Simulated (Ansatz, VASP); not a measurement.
# Cross-check of NbRh between VASP and Ansatz

One calculation is typed for both programs; each brings its own data sets. How far apart do they land? The cell is taken from a series of runs on this material, whose earlier steps may have relaxed, scaled, displaced or heated it; both programs get it as it stands.

Main program and level: Ansatz 0.2.0; plane waves, with VASP 6.6.1 beside it; zone-centre phonons at PBEsol.

## 1. Starting point

It takes space group P4/mmm (No. 123, tetragonal). Conventional cell: a = 2.828 Å, b = 2.828 Å, c = 3.832 Å, α = 90.00°, β = 90.00°, γ = 90.00°. Nearest to Nb lie 8 Rh at 2.77 Å and 4 Nb at 2.83 Å. Nearest to Rh lie 8 Nb at 2.77 Å and 4 Rh at 2.83 Å. Farther neighbours are not listed.

As a file:

```xyz
2
Lattice="2.8276 0.0000 0.0000 0.0000 2.8276 0.0000 0.0000 0.0000 3.8317" Properties=species:S:1:pos:R:3 pbc="T T T"
Nb    0.0000    0.0000    0.0000
Rh    1.4138    1.4138    1.9158
```

## 2. VASP: zone-centre phonons, PBEsol

Second derivatives magnify differences that forces hide, and they need a tight electronic threshold.

Lines of VASP's logs that name or quote its potential files are left out, and so is its time.

INCAR

```
SYSTEM = NbRh
PREC = Accurate
ENCUT = 500
EDIFF = 1E-08
NELM = 120
ISMEAR = -1
SIGMA = 0.1
LREAL = .FALSE.
ALGO = Normal
GGA = PS
NBANDS = 20
LASPH = .TRUE.
LORBIT = 11
LWAVE = .FALSE.
LCHARG = .FALSE.
ISIF = 2
IBRION = 8
GGA_COMPAT = .FALSE.
KPAR = 2
```

POSCAR

```
NbRh
1.0
    2.8275799130      0.0000000000      0.0000000000
    0.0000000000      2.8275799130      0.0000000000
    0.0000000000      0.0000000000      3.8316544016
Nb Rh
1 1
Direct
    0.0000000000      0.0000000000      0.0000000000
    0.5000000000      0.5000000000      0.5000000000
```

KPOINTS

```
Automatic mesh
0
Gamma
20 20 12
0 0 0
```

PAW data sets: Nb_sv and Rh_pv (PBE family, release 64).

Run with:

```bash
$ mpirun -np 2 vasp_std
```

Numbers of over 12 decimals in the logs are rounded to 6 here.

Log:

```text
[banner, memory and clock lines left out]
running    2 mpi-ranks, on    1 nodes
 distrk:  each k-point on    1 cores,    2 groups
 distr:  one band on    1 cores,    1 groups

 POSCAR found type information on POSCAR NbRh
 POSCAR found :  2 types and       2 ions
|                                                                             |
|               ----> ADVICE to this user running VASP <----                  |
|                                                                             |
|     You enforced a specific xc type in the INCAR file but a different       |
|     [... a line on the potential file left out ...]
|     I HOPE YOU KNOW WHAT YOU ARE DOING!                                     |
|                                                                             |

 LDA part: xc-table for (Slater+PW92), standard interpolation
 POSCAR, INCAR and KPOINTS ok, starting setup
 FFT: planning ... GRIDC
 FFT: planning ... GRID_SOFT
 FFT: planning ... GRID
 WAVECAR not read
 entering main loop
       N       E                     dE             d eps       ncg     rms          rms(c)
DAV:   1     0.308117405395E+03    0.30812E+03   -0.16675E+04 18488   0.151E+03
DAV:   2    -0.950866265980E+01   -0.31763E+03   -0.31015E+03 20088   0.523E+02
DAV:   3    -0.206112056008E+02   -0.11103E+02   -0.10640E+02 27488   0.923E+01
DAV:   4    -0.211437276380E+02   -0.53252E+00   -0.52954E+00 26412   0.161E+01
DAV:   5    -0.211591224232E+02   -0.15395E-01   -0.15388E-01 27620   0.242E+00    0.119E+01
DAV:   6    -0.201116554786E+02    0.10475E+01   -0.27572E+00 22544   0.157E+01    0.348E+00
DAV:   7    -0.200921726649E+02    0.19483E-01   -0.14731E+00 29600   0.863E+00    0.324E+00
DAV:   8    -0.199718712884E+02    0.12030E+00   -0.56736E-01 21068   0.521E+00    0.109E+00
DAV:   9    -0.199735094330E+02   -0.16381E-02   -0.23859E-02 22244   0.162E+00    0.135E-01
DAV:  10    -0.199733046245E+02    0.20481E-03   -0.19965E-03 24756   0.384E-01    0.506E-02
DAV:  11    -0.199733385604E+02   -0.33936E-04   -0.88603E-05 26896   0.894E-02    0.159E-02
DAV:  12    -0.199733401382E+02   -0.15778E-05   -0.10151E-05 28324   0.259E-02    0.703E-03
DAV:  13    -0.199733396562E+02    0.48197E-06   -0.83846E-07 25424   0.908E-03    0.120E-03
DAV:  14    -0.199733394172E+02    0.23900E-06   -0.29740E-08 20636   0.169E-03    0.245E-04
DAV:  15    -0.199733394623E+02   -0.45065E-07   -0.54477E-09 13444   0.720E-04    0.104E-04
DAV:  16    -0.199733394623E+02   -0.50022E-11   -0.16432E-09 11696   0.371E-04
   1 F= -.19973339E+02 E0= -.19945992E+02  d E =-.546949E-01
 Linear response reoptimize wavefunctions to high precision
DAV:   1    -0.199733394636E+02   -0.13533E-08   -0.10086E-09 14072   0.238E-04
DAV:   2    -0.199733394637E+02   -0.50477E-10   -0.30799E-10 11068   0.147E-04
 Linear response DOF=           4
 Linear response progress:
  Degree of freedom:   1/  4
       N       E                     dE             d eps       ncg     rms          rms(c)
RMM:   1    -0.539532191019E+00   -0.53953E+00    0.67545E+00 37317   0.247E+01
RMM:   2    -0.431251580010E+00    0.10828E+00   -0.49893E-01 51176   0.443E+00    0.267E-01
RMM:   3    -0.429753346607E+00    0.14982E-02   -0.36822E-02 62888   0.118E+00    0.147E-01
RMM:   4    -0.430185648388E+00   -0.43230E-03   -0.11407E-02 74972   0.432E-01    0.316E-02
RMM:   5    -0.430420290039E+00   -0.23464E-03   -0.82489E-04 76458   0.143E-01    0.191E-02
RMM:   6    -0.430190840648E+00    0.22945E-03   -0.33962E-04 74915   0.811E-02    0.476E-03
RMM:   7    -0.430152712875E+00    0.38128E-04   -0.75099E-05 79539   0.343E-02    0.419E-03
RMM:   8    -0.430054355687E+00    0.98357E-04   -0.36372E-05 78452   0.212E-02    0.244E-03
RMM:   9    -0.430049673601E+00    0.46821E-05   -0.17123E-05 77975   0.124E-02    0.628E-04
RMM:  10    -0.430048371317E+00    0.13023E-05   -0.92382E-06 79885   0.769E-03    0.286E-04
RMM:  11    -0.430050414382E+00   -0.20431E-05   -0.53937E-06 81909   0.486E-03    0.114E-04
RMM:  12    -0.430052375124E+00   -0.19607E-05   -0.35225E-06 82793   0.334E-03    0.953E-05
RMM:  13    -0.430056057611E+00   -0.36825E-05   -0.24096E-06 71854   0.253E-03    0.396E-05
RMM:  14    -0.430054095240E+00    0.19624E-05   -0.15492E-06 76550   0.182E-03    0.428E-05
RMM:  15    -0.430054207065E+00   -0.11183E-06   -0.11419E-06 84350   0.138E-03    0.565E-05
RMM:  16    -0.430054010019E+00    0.19705E-06   -0.59651E-07 75588   0.109E-03    0.732E-05
RMM:  17    -0.430053969753E+00    0.40267E-07   -0.48955E-07 82657   0.877E-04    0.865E-05
RMM:  18    -0.430054228791E+00   -0.25904E-06   -0.50477E-07 71367   0.725E-04    0.897E-05
RMM:  19    -0.430054101569E+00    0.12722E-06   -0.38902E-07 70054   0.604E-04    0.101E-04
RMM:  20    -0.430054065637E+00    0.35932E-07   -0.19124E-07 77952   0.510E-04    0.108E-04
RMM:  21    -0.430054664961E+00   -0.59932E-06   -0.27200E-07 71025   0.462E-04    0.966E-05
 first order change of Fermi-energy  -0.91588E-03
 force on displaced ion       1 direction 1 :  -4.408   0.000   0.000
 Linear response progress:
  Degree of freedom:   2/  4
       N       E                     dE             d eps       ncg     rms          rms(c)
RMM:   1    -0.640873575669E+00   -0.64087E+00    0.63254E+00 20662   0.245E+01
RMM:   2    -0.547252519847E+00    0.93621E-01   -0.51021E-01 27905   0.439E+00    0.242E-01
RMM:   3    -0.546830826687E+00    0.42169E-03   -0.30114E-02 33360   0.110E+00    0.136E-01
RMM:   4    -0.547730834690E+00   -0.90001E-03   -0.10180E-02 38690   0.419E-01    0.337E-02
RMM:   5    -0.547825981682E+00   -0.95147E-04   -0.92295E-04 41926   0.144E-01    0.225E-02
RMM:   6    -0.547503513710E+00    0.32247E-03   -0.38949E-04 40130   0.801E-02    0.913E-03
RMM:   7    -0.547356842710E+00    0.14667E-03   -0.10930E-04 40319   0.421E-02    0.708E-03
RMM:   8    -0.547377512027E+00   -0.20669E-04   -0.51415E-05 43313   0.234E-02    0.188E-03
RMM:   9    -0.547369465443E+00    0.80466E-05   -0.27944E-05 43083   0.141E-02    0.391E-04
RMM:  10    -0.547367876745E+00    0.15887E-05   -0.17174E-05 43281   0.893E-03    0.276E-04
RMM:  11    -0.547372254629E+00   -0.43779E-05   -0.11410E-05 43437   0.594E-03    0.167E-04
RMM:  12    -0.547374658791E+00   -0.24042E-05   -0.74070E-06 43770   0.420E-03    0.135E-04
RMM:  13    -0.547379206034E+00   -0.45472E-05   -0.46282E-06 40531   0.317E-03    0.543E-05
RMM:  14    -0.547381602071E+00   -0.23960E-05   -0.26461E-06 41853   0.242E-03    0.502E-05
[...]
RMM:  19    -0.547380917076E+00   -0.12935E-06   -0.64829E-07 42325   0.757E-04    0.817E-05
RMM:  20    -0.547380865632E+00    0.51444E-07   -0.10835E-07 42610   0.634E-04    0.924E-05
RMM:  21    -0.547380804825E+00    0.60807E-07   -0.49016E-07 38846   0.541E-04    0.103E-04
RMM:  22    -0.547380792230E+00    0.12595E-07   -0.89589E-08 39918   0.462E-04    0.109E-04
RMM:  23    -0.547380396349E+00    0.39588E-06   -0.43199E-07 43472   0.422E-04    0.128E-04
RMM:  24    -0.547380190704E+00    0.20564E-06   -0.89908E-08 42565   0.362E-04    0.139E-04
RMM:  25    -0.547380402977E+00   -0.21227E-06   -0.18584E-07 37658   0.318E-04    0.137E-04
RMM:  26    -0.547381033658E+00   -0.63068E-06   -0.95690E-08 47377   0.306E-04    0.118E-04
 first order change of Fermi-energy   0.97574E-03
 force on displaced ion       1 direction 3 :   0.000  -0.000  -8.844
 Linear response progress:
  Degree of freedom:   3/  4
       N       E                     dE             d eps       ncg     rms          rms(c)
RMM:   1    -0.372412416188E+00   -0.37241E+00    0.25444E+01 36366   0.666E+01
RMM:   2    -0.502746810388E+00   -0.13033E+00   -0.14336E-01 49254   0.288E+00    0.156E-01
RMM:   3    -0.502671569921E+00    0.75240E-04   -0.10196E-02 59739   0.652E-01    0.787E-02
RMM:   4    -0.502449806068E+00    0.22176E-03   -0.85833E-04 65855   0.193E-01    0.344E-02
RMM:   5    -0.502308917349E+00    0.14089E-03   -0.17404E-04 67405   0.763E-02    0.103E-02
RMM:   6    -0.502325545903E+00   -0.16629E-04   -0.36170E-05 67460   0.303E-02    0.278E-03
RMM:   7    -0.502325187721E+00    0.35818E-06   -0.13267E-05 73124   0.128E-02    0.156E-03
RMM:   8    -0.502324772374E+00    0.41535E-06   -0.57454E-06 73276   0.571E-03    0.954E-04
RMM:   9    -0.502328360418E+00   -0.35880E-05   -0.31064E-06 73866   0.340E-03    0.201E-04
RMM:  10    -0.502328323338E+00    0.37081E-07   -0.17827E-06 74334   0.194E-03    0.798E-05
RMM:  11    -0.502329302695E+00   -0.97936E-06   -0.10206E-06 77798   0.127E-03    0.357E-05
RMM:  12    -0.502329706147E+00   -0.40345E-06   -0.66633E-07 80813   0.871E-04    0.236E-05
RMM:  13    -0.502330012836E+00   -0.30669E-06   -0.42204E-07 75195   0.646E-04    0.122E-05
RMM:  14    -0.502330256841E+00   -0.24401E-06   -0.23457E-07 75353   0.501E-04    0.603E-06
RMM:  15    -0.502330405271E+00   -0.14843E-06   -0.22966E-07 75359   0.392E-04    0.176E-06
RMM:  16    -0.502330479731E+00   -0.74460E-07   -0.11076E-07 79418   0.310E-04    0.258E-06
RMM:  17    -0.502330503412E+00   -0.23680E-07   -0.11197E-07 77599   0.251E-04    0.511E-06
RMM:  18    -0.502330454471E+00    0.48940E-07   -0.54134E-08 65961   0.213E-04    0.114E-05
RMM:  19    -0.502330483506E+00   -0.29034E-07   -0.69703E-08 60347   0.180E-04    0.122E-05
RMM:  20    -0.502330480482E+00    0.30243E-08   -0.54754E-08 50955   0.154E-04    0.142E-05
 first order change of Fermi-energy   0.92749E-03
 force on displaced ion       2 direction 1 :  -4.381   0.000   0.000
 Linear response progress:
  Degree of freedom:   4/  4
       N       E                     dE             d eps       ncg     rms          rms(c)
RMM:   1    -0.424205110466E+00   -0.42421E+00    0.25516E+01 20507   0.662E+01
RMM:   2    -0.558741929070E+00   -0.13454E+00   -0.14595E-01 27979   0.298E+00    0.144E-01
RMM:   3    -0.559447093962E+00   -0.70516E-03   -0.95424E-03 33154   0.665E-01    0.761E-02
RMM:   4    -0.559306868275E+00    0.14023E-03   -0.91678E-04 33691   0.211E-01    0.237E-02
RMM:   5    -0.559183723225E+00    0.12315E-03   -0.19999E-04 37314   0.872E-02    0.114E-02
RMM:   6    -0.559126585248E+00    0.57138E-04   -0.37589E-05 37729   0.311E-02    0.612E-03
RMM:   7    -0.559099627646E+00    0.26958E-04   -0.14450E-05 37802   0.149E-02    0.302E-03
RMM:   8    -0.559089878201E+00    0.97494E-05   -0.65892E-06 38464   0.741E-03    0.110E-03
RMM:   9    -0.559084017326E+00    0.58609E-05   -0.36010E-06 39799   0.413E-03    0.208E-04
RMM:  10    -0.559084933300E+00   -0.91597E-06   -0.20212E-06 42320   0.231E-03    0.106E-04
RMM:  11    -0.559086238665E+00   -0.13054E-05   -0.12710E-06 42461   0.140E-03    0.458E-05
RMM:  12    -0.559087239761E+00   -0.10011E-05   -0.80313E-07 40382   0.986E-04    0.198E-05
RMM:  13    -0.559087107527E+00    0.13223E-06   -0.54796E-07 41606   0.709E-04    0.173E-05
RMM:  14    -0.559087055567E+00    0.51961E-07   -0.40879E-07 42413   0.534E-04    0.327E-05
RMM:  15    -0.559087094435E+00   -0.38868E-07   -0.24472E-07 40012   0.422E-04    0.320E-05
RMM:  16    -0.559087268901E+00   -0.17447E-06   -0.45419E-07 36723   0.357E-04    0.207E-05
RMM:  17    -0.559087283103E+00   -0.14202E-07   -0.18317E-07 39860   0.275E-04    0.245E-05
RMM:  18    -0.559087293843E+00   -0.10739E-07   -0.16120E-08 40978   0.225E-04    0.269E-05
RMM:  19    -0.559087284628E+00    0.92143E-08   -0.21053E-07 35270   0.189E-04    0.307E-05
RMM:  20    -0.559087290941E+00   -0.63129E-08   -0.70345E-08 30731   0.162E-04    0.322E-05
 first order change of Fermi-energy  -0.97728E-03
 force on displaced ion       2 direction 3 :   0.000  -0.000  -8.844
 Linear response finished
```

Parts of OUTCAR (step 2):

```text
ion  position               nearest neighbor table
   1  0.000  0.000  0.000-   2 2.77   2 2.77   2 2.77   2 2.77   2 2.77   2 2.77   2 2.77   2 2.77

  LATTYP: Found a simple tetragonal cell.
 ALAT       =     2.8275799130
 C/A-ratio  =     1.3551003047

 Subroutine GETGRP returns: Found 16 space group operations
 (whereof 16 operations were pure point group operations)

The static configuration has the point symmetry D_4h.

 Found    462 irreducible k-points:

   k-points           NKPTS =    462   k-points in BZ     NKDIM =    462   number of bands    NBANDS=     20

   dimension x,y,z NGX =    24 NGY =   24 NGZ =   28
   dimension x,y,z NGXF=    48 NGYF=   48 NGZF=   56

   ENCUT  =  500.0 eV  36.75 Ry    6.06 a.u.   5.16  5.16  6.99*2*pi/ulx,y,z

   NELECT =      28.0000    total number of electrons

 k-points in reciprocal lattice and weights: Automatic mesh
   0.00000000  0.00000000  0.00000000       0.000
   0.05000000  0.00000000  0.00000000       0.001
   0.10000000  0.00000000  0.00000000       0.001
   0.15000000  0.00000000  0.00000000       0.001
   0.20000000  0.00000000  0.00000000       0.001
   0.25000000  0.00000000  0.00000000       0.001
   0.30000000  0.00000000  0.00000000       0.001
   0.35000000  0.00000000  0.00000000       0.001
   0.40000000  0.00000000  0.00000000       0.001
[...]
0.50000000  0.45000000  0.50000000       0.001
   0.50000000  0.50000000  0.50000000       0.000

 average (electrostatic) potential at core
       1 -76.2498       2 -70.1320

  Total        0.0162302      0.0162302     -0.0096989      0.0000000      0.0000000      0.0000000
  in kB        0.8488253      0.8488253     -0.5072461      0.0000000      0.0000000      0.0000000
  external PRESSURE =       0.3968015 kB  Pullay stress =       0.0000000 kB

  energy-cutoff  :      500.00
  volume of cell :       30.63
      direct lattice vectors                 reciprocal lattice vectors
     2.827579913  0.000000000  0.000000000     0.353659324  0.000000000  0.000000000
     0.000000000  2.827579913  0.000000000     0.000000000  0.353659324  0.000000000
     0.000000000  0.000000000  3.831654402     0.000000000  0.000000000  0.260983872

 POSITION                                       TOTAL-FORCE (eV/Angst)
 -----------------------------------------------------------------------------------
      0.00000      0.00000      0.00000         0.000000      0.000000      0.000000
      1.41379      1.41379      1.91583         0.000000      0.000000      0.000000
 -----------------------------------------------------------------------------------
    total drift:                                0.000000      0.000000     -0.000000

 Eigenvectors and eigenvalues of the dynamical matrix
 ----------------------------------------------------

   1 f  =    6.653429 THz    41.804728 2PiTHz  221.934506 cm-1    27.516359 meV
             X         Y         Z           dx          dy          dz
      0.000000  0.000000  0.000000     0.000000   -0.000000   -0.724933
      1.413790  1.413790  1.915827     0.000000    0.000000    0.688819

   2 f  =    4.690463 THz    29.471049 2PiTHz  156.457010 cm-1    19.398188 meV
             X         Y         Z           dx          dy          dz
      0.000000  0.000000  0.000000     0.725955    0.000000    0.000000
      1.413790  1.413790  1.915827    -0.687742    0.000000    0.000000

   3 f  =    4.690463 THz    29.471049 2PiTHz  156.457010 cm-1    19.398188 meV
             X         Y         Z           dx          dy          dz
      0.000000  0.000000  0.000000     0.000000    0.725955   -0.000000
      1.413790  1.413790  1.915827     0.000000   -0.687742    0.000000

   4 f/i=    0.000026 THz     0.000162 2PiTHz    0.000860 cm-1     0.000107 meV
             X         Y         Z           dx          dy          dz
      0.000000  0.000000  0.000000     0.000000   -0.000000   -0.688819
      1.413790  1.413790  1.915827     0.000000    0.000000   -0.724933

   5 f/i=    0.006985 THz     0.043891 2PiTHz    0.233008 cm-1     0.028889 meV
             X         Y         Z           dx          dy          dz
      0.000000  0.000000  0.000000     0.000000    0.687742   -0.000000
      1.413790  1.413790  1.915827     0.000000    0.725955    0.000000

   6 f/i=    0.006985 THz     0.043891 2PiTHz    0.233008 cm-1     0.028889 meV
             X         Y         Z           dx          dy          dz
      0.000000  0.000000  0.000000    -0.687742    0.000000    0.000000
      1.413790  1.413790  1.915827    -0.725955    0.000000    0.000000

 ELASTIC MODULI CONTR FROM IONIC RELAXATION (kBar)
 Direction    XX          YY          ZZ          XY          YZ          ZX
 --------------------------------------------------------------------------------
 XX           0.0000      0.0000      0.0000      0.0000      0.0000      0.0000
 YY           0.0000      0.0000      0.0000      0.0000      0.0000      0.0000
 ZZ           0.0000      0.0000      0.0000      0.0000      0.0000      0.0000
 XY           0.0000      0.0000      0.0000      0.0000      0.0000      0.0000
 YZ           0.0000      0.0000      0.0000      0.0000      0.0000      0.0000
 ZX           0.0000      0.0000      0.0000      0.0000      0.0000      0.0000
 --------------------------------------------------------------------------------
```

[end of part 1 of 2]

[Lines on the potential files, build, host, timing and source positions are cut from VASP's logs without a mark.]

[Logs are printed without paths, hosts, clocks, repeated set-up lines and the standing remarks that a program may print on its own settings, such as how far it seeks lower states.]

[Hosts, paths, dates, database ids (printed as entryN), source tags and the programs' standing remarks are cut or masked in the printed files.]
